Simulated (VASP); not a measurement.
Wanted: the native input for a VASP 6.6.1 run.

* Task: relaxation of cell and atoms
* Functional: PBE
* Potentials or basis: VASP PAW PBE potentials, release 64 (Na_pv, Y_sv)
* Cutoff: 600 eV
* k mesh: 5 × 5 × 5
* Occupations: fermi-dirac, width 0.05 eV
* Spin: no spin polarisation
* Further INCAR settings: ALGO = Normal; EDIFF = 1e-06; IBRION = 2; EDIFFG = -0.02; NSW = 40; ISIF = 3

The structure of NaY lies in POSCAR:

```
NaY
1.0
    4.0118800000      0.0000000000      0.0000000000
    0.0000000000      4.0118800000      0.0000000000
    0.0000000000      0.0000000000      4.0118800000
Na Y
1 1
Direct
    0.0000000000      0.0000000000      0.0000000000
    0.5000000000      0.5000000000      0.5000000000
```

The cell was built by a generator and needn't be a form met in nature.

The input as run:

INCAR

```
SYSTEM = NaY
  PREC = Accurate
  ENCUT = 600
  EDIFF = 1E-6
  ISMEAR = -1
  SIGMA = 0.05
  LREAL = .False.
  LASPH = .True.
  NELM = 100
  ALGO = Normal
  ISIF = 3
  LWAVE = .False.
  LCHARG = .False.
  GGA = PE
  IBRION = 2
  NSW = 40
  EDIFFG = -0.02
```

KPOINTS

```
regular mesh
0
Gamma
  5 5 5
  0 0 0
```

Potentials or basis: VASP PAW PBE potentials, release 64 (Na_pv, Y_sv).

The run is started by

```console
$ cat potpaw_PBE.64/Na_pv/POTCAR potpaw_PBE.64/Y_sv/POTCAR > POTCAR
$ mpirun -np 1 vasp_std > vasp.out
```

Results of the run:

| Quantity | Value |
| --- | --- |
| Pressure after relaxing | -0.1 GPa |
| Band gap on the k mesh | none (metal or under the smearing width) |

Caveat: the relaxation stopped at its first step, so nothing moved.

It took 8.2 s on 1 thread of Intel(R) Xeon(R) 6975P-C (Granite Rapids), with other jobs on the host, peak memory 0.18 GiB.
